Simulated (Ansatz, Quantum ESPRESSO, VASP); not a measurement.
## NbTe: programs and potentials compared

```
Te Nb
1.0
     3.70297    0.00000    0.00000
    -1.85149    3.20687    0.00000
     0.00000    0.00000    3.69421
Te Nb
1 1
Direct
  0.66536 0.32952 0.99436
  0.00067 0.99729 0.50685
```

The cell comes from a database or a generator and needn't be the stable form of this composition.

Atoms were shifted at random by some hundredths of an Å from the given cell, which wasn't relaxed again for these runs.

Alike in all runs: task single point; functional PBE; k mesh 8 × 8 × 7; occupations fermi-dirac, width 0.05 eV; no spin polarisation; no spin-orbit coupling. Pressure is positive in compression and, in plane waves, holds the error of the finite cutoff, which Ansatz's Pulay term estimates and takes out.

```
                        program and potentials  plane-wave cutoff (eV)                                                                        notes  pressure (GPa)  largest force (eV/Å)  energy over the undisturbed cell (meV/atom)
         VASP, PBE PAW files Nb_sv, Te, 520 eV                     520                                     9.5 valence electrons an atom on average           -0.70                 0.446                                            -
     Quantum ESPRESSO, SSSP 1.3 efficiency PBE                     748                                     9.5 valence electrons an atom on average            0.12                 0.463                                         5.38
Ansatz, all-electron LAPW, scalar-relativistic                       -                                                                            -           -0.48                 0.449                                            -
         Ansatz, Ansatz PAW (earlier soft set)                     420  14.5 valence electrons an atom on average; Pulay term of +0.03 GPa included           -0.47                 0.449                                         5.23
```

Force on atom 1 (Te), eV/Å:

```
                        program and potentials      x      y      z
         VASP, PBE PAW files Nb_sv, Te, 520 eV  0.050  0.034  0.441
     Quantum ESPRESSO, SSSP 1.3 efficiency PBE  0.052  0.034  0.458
Ansatz, all-electron LAPW, scalar-relativistic  0.051  0.034  0.444
         Ansatz, Ansatz PAW (earlier soft set)  0.051  0.034  0.445
```

The pressure spans -0.70 (VASP, PBE PAW files Nb_sv, Te, 520 eV) to 0.12 GPa (Quantum ESPRESSO, SSSP 1.3 efficiency PBE), with all-electron results at -0.48.

The functional is the same throughout but for its coding, so the spread measures potentials, basis and numerics; runs on potential files found faulty are left out.
